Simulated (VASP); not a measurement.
# Li5Ge (I4/mmm) in VASP: single point with PBE

Aim: the single point of Li5Ge with PBE.

Program: VASP 6.6.1. These are calculated values, not measurements. Logs are shortened: lines on timing, memory, paths and dates and some standing lists are left out, and cuts for length are marked.

## (1) The cell of the first run

Symmetry: I4/mmm, No. 139, tetragonal system. Conventional cell: a = 6.022 Å, b = 6.022 Å, c = 4.310 Å, α = 90.00°, β = 90.00°, γ = 90.00°. Around Li (site symmetry m2m) lie 1 Ge at 1.77 Å. Li (site symmetry 4/mmm) has 2 Ge at 2.15 Å as nearest neighbours. Around Ge (site symmetry 4/mmm) lie 4 Li at 1.77 Å.

The cell was built by a generator and needn't be a form met in nature.

## (2) Single point, PBE (random cell by space group and Wyckoff sites (I4/mmm, No. 139))

The input, INCAR:

```
SYSTEM = Li5Ge
  PREC = Accurate
  ENCUT = 520
  EDIFF = 1E-6
  ISMEAR = 0
  SIGMA = 0.1
  LREAL = .False.
  LASPH = .True.
  NELM = 100
  ALGO = Fast
  ISIF = 2
  LWAVE = .False.
  LCHARG = .False.
  GGA = PE
  NBANDS = 24
```

The input, KPOINTS:

```
Automatic mesh
0
Gamma
  6 6 6
  0 0 0
```

The input, POSCAR:

```
Li5Ge
1.0
   -3.0108331300      3.0108331300      2.1549671600
    3.0108331300     -3.0108331300      2.1549671600
    3.0108331300      3.0108331300     -2.1549671600
Li Ge
5 1
Direct
    0.0000000000      0.7059719100      0.7059719100
    0.0000000000      0.2940280900      0.2940280900
    0.7059719100      0.0000000000      0.7059719100
    0.2940280900      0.0000000000      0.2940280900
    0.5000000000      0.5000000000      0.0000000000
    0.0000000000      0.0000000000      0.0000000000
```

Potentials or basis: VASP PAW PBE potentials, release 64 (Li_sv, Ge_d).

Run with:

```
cat potpaw_PBE.64/Li_sv/POTCAR potpaw_PBE.64/Ge_d/POTCAR > POTCAR
mpirun -np 1 vasp_std > vasp.out
```

OUTCAR:

```text
SYSTEM = Li5Ge
   PREC = Accurate
   ENCUT = 520
   EDIFF = 1E-6
   ISMEAR = 0
   LREAL = .False.
   LASPH = .True.
   NELM = 100
   ISIF = 2
   GGA = PE

 ion  position               nearest neighbor table
   1  0.000  0.706  0.706-   6 1.77   2 2.48   3 2.50   4 2.50
   2  0.000  0.294  0.294-   6 1.77   1 2.48   4 2.50   3 2.50
   3  0.706  0.000  0.706-   6 1.77   4 2.48   2 2.50   1 2.50
   4  0.294  0.000  0.294-   6 1.77   3 2.48   2 2.50   1 2.50
   5  0.500  0.500  0.000-   6 2.15   6 2.15
   6  0.000  0.000  0.000-   1 1.77   2 1.77   3 1.77   4 1.77   5 2.15   5 2.15

  LATTYP: Found a body centered tetragonal cell.
 ALAT       =     6.0216662600
 C/A-ratio  =     0.7157378264

  Lattice vectors:

 A1 = (  -3.0108331300,   3.0108331300,   2.1549671600)
 A2 = (   3.0108331300,  -3.0108331300,   2.1549671600)
 A3 = (   3.0108331300,   3.0108331300,  -2.1549671600)

Analysis of symmetry for initial positions (statically):
=====================================================================
 Subroutine PRICEL returns:
 Original cell was already a primitive cell.

 Routine SETGRP: Setting up the symmetry group for a
 body centered tetragonal supercell.

 Subroutine GETGRP returns: Found 16 space group operations
 (whereof 16 operations were pure point group operations)
 out of a pool of 16 trial point group operations.

The static configuration has the point symmetry D_4h.

Analysis of symmetry for dynamics (positions and initial velocities):
=====================================================================
 Subroutine PRICEL returns:
 Original cell was already a primitive cell.

 Routine SETGRP: Setting up the symmetry group for a
 body centered tetragonal supercell.

 Subroutine GETGRP returns: Found 16 space group operations
 (whereof 16 operations were pure point group operations)
 out of a pool of 16 trial point group operations.

The dynamic configuration has the point symmetry D_4h.

 Subroutine INISYM returns: Found 16 space group operations
 (whereof 16 operations are pure point group operations),
 and found     1 'primitive' translations

----------------------------------------------------------------------------------------

                                     Primitive cell

  volume of cell :      78.1401

  direct lattice vectors                    reciprocal lattice vectors
    -3.010833130  3.010833130  2.154967160     0.000000000  0.166066992  0.232022097
     3.010833130 -3.010833130  2.154967160     0.166066992  0.000000000  0.232022097
     3.010833130  3.010833130 -2.154967160     0.166066992  0.166066992  0.000000000

  length of vectors
     4.772223353  4.772223353  4.772223353     0.285328757  0.285328757  0.234854192

  position of ions in fractional coordinates (direct lattice)
     0.000000000  0.705971910  0.705971910
     0.000000000  0.294028090  0.294028090
     0.705971910  0.000000000  0.705971910
     0.294028090  0.000000000  0.294028090
     0.500000000  0.500000000  0.000000000
     0.000000000  0.000000000  0.000000000

  ion indices of the primitive-cell ions
   primitive index   ion index
                 1           1
                 2           2
                 3           3
                 4           4
                 5           5
                 6           6

----------------------------------------------------------------------------------------

 KPOINTS: Automatic mesh

Automatic generation of k-mesh.
 Grid dimensions read from file:
 generate k-points for:    6    6    6

 Generating k-lattice:

  Cartesian coordinates                     Fractional coordinates (reciprocal lattice)
     0.000000000  0.027677832  0.038670350     0.166666667  0.000000000  0.000000000
     0.027677832  0.000000000  0.038670350     0.000000000  0.166666667  0.000000000
     0.027677832  0.027677832  0.000000000     0.000000000  0.000000000  0.166666667

  Length of vectors
     0.047554793  0.047554793  0.039142365

  Shift w.r.t. Gamma in fractional coordinates (k-lattice)
     0.000000000  0.000000000  0.000000000

 Subroutine IBZKPT returns following result:
 ===========================================

 Found     30 irreducible k-points:

 Following reciprocal coordinates:
            Coordinates               Weight
  0.000000  0.000000  0.000000      1.000000
  0.166667  0.000000  0.000000      8.000000
  0.333333  0.000000  0.000000      8.000000
  0.500000 -0.000000  0.000000      4.000000
  0.166667  0.166667  0.000000      8.000000
  0.333333  0.166667  0.000000     16.000000
[... 16 lines left out ...]
 -0.333333 -0.333333  0.166667      8.000000
 -0.166667 -0.333333  0.166667      8.000000
 [... further k-points ...]
   k-points           NKPTS =     30   k-points in BZ     NKDIM =     30   number of bands    NBANDS=     24
   number of dos      NEDOS =    301   number of ions     NIONS =      6
   total plane-waves  NPLWV =  46656
   dimension x,y,z NGX =    36 NGY =   36 NGZ =   36
   dimension x,y,z NGXF=    72 NGYF=   72 NGZF=   72
   ions per type =               5   1
   NGX,Y,Z   is equivalent  to a cutoff of  12.54, 12.54, 12.54 a.u.
   NGXF,Y,Z  is equivalent  to a cutoff of  25.08, 25.08, 25.08 a.u.
 SYSTEM =  Li5Ge
   PREC   = accura    normal or accurate (medium, high low for compatibility)
   ISTART =      0    job   : 0-new  1-cont  2-samecut
   ICHARG =      2    charge: 1-file 2-atom 10-const
   ISPIN  =      1    spin polarized calculation?
   LNONCOLLINEAR =      F non collinear calculations
   LSORBIT =      F    spin-orbit coupling
   LASPH  =      T    aspherical Exc in radial PAW
   ENCUT  =  520.0 eV  38.22 Ry    6.18 a.u.   8.87  8.87  8.87*2*pi/ulx,y,z
   NELM   =    100;   NELMIN=  2; NELMDL= -5     # of ELM steps
   EDIFF  = 0.1E-05   stopping-criterion for ELM
   LREAL  =      F    real-space projection
   EDIFFG = 0.1E-04   stopping-criterion for IOM
   NSW    =      0    number of steps for IOM
   IBRION =     -1    ionic relax: 0-MD 1-quasi-New 2-CG
   NFREE  =      0    steps in history (QN), initial steepest desc. (CG)
   ISIF   =      2    stress and relaxation
   ISYM   =      2    0-nonsym 1-usesym 2-fastsym
   POTIM  = 0.5000    time-step for ionic-motion
   TEBEG  =    0.0;   TEEND  =   0.0 temperature during run
   PSTRESS=    0.0 pullay stress
   NELECT =      29.0000    total number of electrons
   NUPDOWN=      -1.0000    fix difference up-down
   EMIN   =  10.00;   EMAX   =-10.00  energy-range for DOS
   EFERMI =   0.00;   METHOD = LEGACY
   ISMEAR =     0;   SIGMA  =   0.10  broadening in eV -4-tet -1-fermi 0-gaus
   EFERMI_NEDOS =   21; number of points for ismear=-14 and -15
   IALGO  =     68    algorithm
   IMIX   =      4    mixing-type and parameters
     AMIX     =   0.40;   BMIX     =  1.00
     AMIX_MAG =   1.60;   BMIX_MAG =  1.00
  volume/ion in A,a.u.               =      13.02        87.89
  Fermi-wavevector in a.u.,A,eV,Ry     =   1.176475  2.223216 18.831745  1.384094
  Thomas-Fermi vector in A             =   2.312838
   LORBIT       =      0    0 simple, 1 ext, 2 COOP (PROOUT), +10 PAW based schemes
   GGA     = PE    functional components
   LHFCALC =     F    Hartree Fock is set to
   AEXX    =    0.0000 exact exchange contribution
   IVDW    =     0    specifies the selected vdW correction
   LEPSILON=     F    determine dielectric tensor
   LRPA    =     F    only Hartree local field effects (RPA)
 non-spin polarized calculation
 RMM-DIIS sequential band-by-band and
 Gauss-broadening in eV      SIGMA  =   0.10
  energy-cutoff  :      520.00
  volume of cell :       78.14
 maximum number of plane-waves:      2128
   NGX = 17   NGY = 17   NGZ = 17

 number of electron      28.9999987 magnetization

 Free energy of the ion-electron system (eV)
  ---------------------------------------------------
  ext. energy  EPLUGINS =         0.00000000
  ---------------------------------------------------
  free energy    TOTEN  =        -5.79065190 eV

  energy without entropy =       -5.76609973  energy(sigma->0) =       -5.77837582

 E-fermi :   3.0717     XC(G=0):  -8.8434

 val. band max:        3.0681841669   @ k =  -0.3333  -0.3333   0.3333
 cond. band min:       3.0973705456   @ k =  -0.1667   0.1667   0.1667
 fundamental gap:      0.0291863788
 Fermi energy:         3.0716758050

 k-point     1 :       0.0000    0.0000    0.0000
  band No.  band energies     occupation
      1     -43.2065      2.00000
      2     -43.1147      2.00000
      3     -43.1147      2.00000
      4     -43.1066      2.00000
      5     -42.2501      2.00000
      6     -21.2507      2.00000
[... 16 lines left out ...]
     23      10.4411      0.00000
     24      13.4247      0.00000

 k-point     2 :       0.1667    0.0000    0.0000
  band No.  band energies     occupation
      1     -43.2009      2.00000
      2     -43.1201      2.00000
      3     -43.1148      2.00000
      4     -43.1065      2.00000
      5     -42.2499      2.00000
      6     -21.2506      2.00000
[... 16 lines left out ...]
     23      11.3837      0.00000
     24      13.1025      0.00000

 k-point     3 :       0.3333    0.0000    0.0000
  band No.  band energies     occupation
      1     -43.1870      2.00000
      2     -43.1329      2.00000
      3     -43.1151      2.00000
      4     -43.1072      2.00000
      5     -42.2495      2.00000
      6     -21.2504      2.00000
[... 16 lines left out ...]
     23      12.9301      0.00000
     24      13.0892      0.00000
[... 514 lines left out ...]
 k-point    23 :      -0.3333   -0.3333    0.1667
  band No.  band energies     occupation
      1     -43.1752      2.00000
      2     -43.1395      2.00000
      3     -43.1190      2.00000
      4     -43.1085      2.00000
      5     -42.2496      2.00000
      6     -21.2505      2.00000
[... 16 lines left out ...]
     23      12.9033      0.00000
     24      13.1218      0.00000

 k-point    24 :      -0.1667   -0.3333    0.1667
  band No.  band energies     occupation
      1     -43.1853      2.00000
      2     -43.1294      2.00000
      3     -43.1152      2.00000
      4     -43.1120      2.00000
      5     -42.2492      2.00000
      6     -21.2506      2.00000
[... 16 lines left out ...]
     23      13.4853      0.00000
     24      13.5704      0.00000

 [... further k-points ...]

------------------------ aborting loop because EDIFF is reached ----------------------------------------

  FORCE on cell =-STRESS in cart. coord.  units (eV):
  Direction    XX          YY          ZZ          XY          YZ          ZX
  --------------------------------------------------------------------------------------
  -------------------------------------------------------------------------------------
  Total       27.4374212     27.4374212      8.1761288      0.0000000      0.0000000      0.0000000
  in kB      562.5742546    562.5742546    167.6425606      0.0000000      0.0000000      0.0000000
  external PRESSURE =     430.9303566 kB  Pullay stress =       0.0000000 kB

 VOLUME and BASIS-vectors are now :
 -----------------------------------------------------------------------------
  energy-cutoff  :      520.00
  volume of cell :       78.14
      direct lattice vectors                 reciprocal lattice vectors
    -3.010833130  3.010833130  2.154967160     0.000000000  0.166066992  0.232022097
     3.010833130 -3.010833130  2.154967160     0.166066992  0.000000000  0.232022097
     3.010833130  3.010833130 -2.154967160     0.166066992  0.166066992  0.000000000

 POSITION                                       TOTAL-FORCE (eV/Angst)
 -----------------------------------------------------------------------------------
      4.25113      0.00000      0.00000        -6.782344      0.000000     -0.000000
      1.77054      0.00000      0.00000         6.782344      0.000000     -0.000000
      0.00000      4.25113      0.00000         0.000000     -6.782344     -0.000000
      0.00000      1.77054      0.00000         0.000000      6.782344     -0.000000
      0.00000      0.00000      2.15497        -0.000000      0.000000      0.000000
      0.00000      0.00000      0.00000        -0.000000      0.000000     -0.000000
 -----------------------------------------------------------------------------------
    total drift:                               -0.000000     -0.000000      0.000000

  FREE ENERGIE OF THE ION-ELECTRON SYSTEM (eV)
  ---------------------------------------------------
  free  energy   TOTEN  =        -5.7906518965 eV

  energy  without entropy=       -5.7660997336  energy(sigma->0) =       -5.77837582
```

Run time: 4.5 min. Hardware: 1 thread of Intel Xeon Platinum 8375C at 2.90GHz (Ice Lake), shared host; peak memory 0.22 GiB.

Results:

| Property | Result |
| --- | --- |
| Free energy | -5.7907 eV |
| Largest force | 6.782 eV/Å |
| Band gap on the k mesh | none (metal or under the smearing width) |

Forces on the atoms (eV/Å):
```
Li  -6.782  0.000  0.000
Li   6.782  0.000  0.000
Li   0.000 -6.782  0.000
Li   0.000  6.782  0.000
Li   0.000  0.000  0.000
Ge   0.000  0.000  0.000
```

Levels at points of the mesh, in eV from the Fermi level:
```csv
k point,band 11,band 12,band 13,band 14,band 15,band 16,band 17,band 18
"(0.00, 0.00, 0.00)",-8.67,-1.87,-1.09,-0.29,-0.29,0.98,3.82,3.83
"(0.50, 0.00, 0.00)",-8.48,-3.20,-0.87,-0.87,-0.31,0.13,1.42,5.32
"(0.50, 0.50, 0.00)",-8.46,-3.19,-1.60,-0.48,0.24,0.42,2.13,4.89
"(0.50, 0.50, 0.50)",-8.26,-2.88,-2.88,-2.33,-0.56,3.81,5.09,5.20
```

Caveat: the cutoff is under 1.25 times the usual one of these potentials, so pressure, stress and relaxed cells hold a basis-set (Pulay) error; a pressure of tens of GPa on the cell as given is suspect, and the run, the potentials or the cell itself is likely at fault; forces of over 1 eV/Å show positions far from the minimum, so gaps and moduli don't describe the material at rest.
